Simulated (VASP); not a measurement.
An input for Ansatz (written as the equivalent of a VASP run, and not itself run):

Ansatz 0.2 input:
```yaml
crystal:
  lattice:
    - [3.6564262, 0.0000000, 0.0000000]
    - [-1.8282131, 3.1665574, 0.0000000]
    - [0.0000000, 0.0000000, 6.0012815]
  atoms:
    - { symbol: Al, position: [0.3333330, 0.6666670, 0.0001631] }
    - { symbol: Al, position: [0.6666670, 0.3333330, 0.5001631] }
    - { symbol: P, position: [0.3333330, 0.6666670, 0.3748369] }
    - { symbol: P, position: [0.6666670, 0.3333330, 0.8748369] }
kpoints:
  mp_grid: { grid: [7, 7, 4] }
hamiltonian:
  xc: pbesol
  pseudopotentials: { kind: paw }
scf:
  occupations: { method: gaussian, width: 0.05 }
  max_iter: 100
relax:
  max_steps: 40
  f_tol: 0.02
  cell: { p_target: 30 }
output: { forces: true, stress: true, eigenvalues: true }
```

**Question.** Write the VASP files for the same calculation (PBEsol).

**Answer.** One answer among several that fit: 
POSCAR:
```
AlP
1.0
  3.6564261961   0.0000000000   0.0000000000
 -1.8282130981   3.1665574320   0.0000000000
  0.0000000000   0.0000000000   6.0012814763
Al P
2 2
Cartesian
 -0.0000018282   2.1110393435   0.0009787946
  1.8282149262   1.0555180885   3.0016195328
 -0.0000018282   2.1110393435   2.2495017590
  1.8282149262   1.0555180885   5.2501424972
```

File KPOINTS:
```
K-points
0
G
 7 7 4
0 0 0
```

INCAR:
```
ALGO = Normal
EDIFF = 1E-6
EDIFFG = -0.02
ENCUT = 500
GGA = PS
IBRION = 2
ISIF = 3
ISMEAR = 0
LASPH = .True.
LCHARG = .False.
LREAL = .False.
LWAVE = .False.
NELM = 100
NSW = 40
PREC = Accurate
PSTRESS = 300
SIGMA = 0.05
SYSTEM = AlP
```

POTCAR, in this order: Al P (PBE.64 set). Program: vasp_std.

The two are equivalent in intent, not identical: each code has its own PAW files, so the cut-off isn't converted (ENCUT is set for VASP's; basis.ecutwfc is left out, and Ansatz then takes the one that its files recommend); Ansatz stops its SCF on the density residual and VASP on the energy change (EDIFF).

The structure was generated: AlP was put into the wurtzite type (P6_3mc), which need not be its known phase. This run relaxes it under an external pressure of 30 GPa. Symmetry was kept, so distortions that lower it aren't found.
